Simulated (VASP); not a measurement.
Method: PBEsol GGA, VASP's PBE PAW potentials (set 64) (plane waves; VASP).

VASP ran on this input.

POSCAR:
```
HgI2
1.0
  0.0000000000   3.7527904911   3.7527904911
  3.7527904911   0.0000000000   3.7527904911
  3.7527904911   3.7527904911   0.0000000000
Hg I
1 2
Direct
  0.0000000000   0.0000000000   0.0000000000
  0.2500000000   0.2500000000   0.2500000000
  0.7500000000   0.7500000000   0.7500000000
```

**KPOINTS**
```
Automatic mesh
0
Gamma
7 7 7
0 0 0
```

INCAR:
```
NSW=60   # most ionic steps
ALGO=Normal   # blocked Davidson
ENCUT=400   # plane-wave cut-off (eV)
LCHARG=.FALSE.
GGA=PS   # PBEsol
LASPH=.TRUE.   # aspherical one-centre terms
LMAXMIX=6   # l cut-off of mixed one-centre charges
IBRION=2
EDIFF=1E-6
SYSTEM=HgI2
NELM=100   # most electronic steps
ISIF=3   # ions, shape and volume
EDIFFG=-0.02   # ionic stop
LWAVE=.FALSE.
LREAL=.FALSE.   # projection in real space or not
SIGMA=0.1
ISMEAR=1
PREC=Accurate
```

POTCAR, in this order: Hg I (PBE.64 set). Program: vasp_std.

Unless said otherwise, spin-orbit coupling is left out, though it shifts the bands of the heavy elements here.

Task: Predict the energy per atom (σ→0), volume per atom, band gap (on the k-mesh).

Result: 
```
Quantity                                                    Result
------------------------  ----------------------------------------
energy per atom (σ→0)                               -1.217 eV/atom
band gap (on the k-mesh)  none (metal, semimetal or under 0.01 eV)
volume per atom                                      35.70 Å³/atom
```

File OSZICAR:
```
...
DAV:   2    -0.365675959834E+01    0.26998E-01   -0.64613E-02   685   0.279E+00    0.431E-01
DAV:   3    -0.365250529965E+01    0.42543E-02   -0.10632E-02   698   0.813E-01    0.404E-01
DAV:   4    -0.365200174005E+01    0.50356E-03   -0.87308E-04   701   0.175E-01    0.163E-01
DAV:   5    -0.365194942804E+01    0.52312E-04   -0.32750E-04   686   0.176E-01    0.455E-02
DAV:   6    -0.365194608808E+01    0.33400E-05   -0.43235E-05   816   0.792E-02    0.274E-02
DAV:   7    -0.365194771861E+01   -0.16305E-05   -0.36336E-06   670   0.151E-02    0.541E-03
DAV:   8    -0.365194800348E+01   -0.28487E-06   -0.80451E-07   564   0.656E-03
   2 F= -.36519480E+01 E0= -.36513505E+01  d E =-.172625E-02
```

The structure was generated: HgI2 was put into the fluorite type (Fm-3m), which need not be its known phase. This run relaxes it. Symmetry was kept, so distortions that lower it aren't found. The start is the result of an earlier pass.
